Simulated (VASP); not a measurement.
```xyz
8
Lattice="1.4200 -2.4595 0.0000 1.4200 2.4595 0.0000 0.0000 0.0000 12.6933" Properties=species:S:1:pos:R:3 pbc="T T T"
Al     1.4200     0.8198     9.5200
Al     1.4200    -0.8198     3.1733
Cr     1.4200     0.8198     1.0737
Cr     1.4200    -0.8198     7.4204
Cr     1.4200    -0.8198    11.6196
Cr     1.4200     0.8198     5.2729
C      2.8400     0.0000    12.6933
C      2.8400     0.0000     6.3467
```

Method: PBE GGA, VASP's PBE PAW potentials (set 64) (plane waves; VASP). Settings: 520 eV cut-off, 14×14×3 Γ-centred mesh, tetrahedra with Blöchl corrections, potentials Al Cr_pv C.

### Question
The job: AlCr₂C (sg194), 8 atoms, PBE, static run, 520 eV, 14×14×3 Γ-centred mesh. Roughly how much core time does it take on a busy server core?

### Answer
About 6 core-minutes (one run on a shared machine, a rough figure). It had 48 irreducible k-points, 37 bands, up to 2407 plane waves and 16 electronic steps.

The compound is AlCr2C in the sg194 structure. It was relaxed first.
